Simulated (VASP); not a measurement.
Given:

```yaml
crystal:
  lattice:
    - [2.92613, 0.00000, 0.00000]
    - [-1.46307, 2.53410, 0.00000]
    - [0.00000, 0.00000, 2.87329]
  atoms:
    - { symbol: N, position: [0.00000, 0.00000, 0.00000] }
    - { symbol: Ta, position: [0.33333, 0.66667, 0.50000] }
```

These are PBEsol GGA, VASP's PBE PAW potentials (set 64) (plane waves; VASP) values and carry that method's errors. Run with 650 eV cut-off, 13×13×11 Γ-centred mesh, first-order Methfessel-Paxton smearing of 0.10 eV, potentials N Ta_pv.

Finite-difference elastic constants of metals are sensitive to mesh and smearing; shear constants can be off by tens of GPa.

### Question
Give the elastic stiffness tensor with the ions relaxed (GPa, in the frame of the cell).

### Answer

```csv
,xx,yy,zz,yz,xz,xy
xx,666,221,164,0.0,0.0,0.0
yy,221,666,164,0.0,0.0,0.0
zz,164,164,854,0.0,0.0,0.0
yz,0.0,0.0,0.0,254,0.0,0.0
xz,0.0,0.0,0.0,0.0,254,0.0
xy,0.0,0.0,0.0,0.0,0.0,223
```

### Question
What does the run give for the Hill bulk modulus, Hill shear modulus, Young's modulus, Poisson's ratio?

### Answer

| Quantity | Value |
|---|---|
| Hill bulk modulus | 364 GPa |
| Hill shear modulus | 2530 kbar |
| Young's modulus | 616 GPa |
| Poisson's ratio | 0.218 |

The structure comes from a measured TaN entry (P-6m2) of the Crystallography Open Database, whose conditions weren't checked. It was relaxed first.
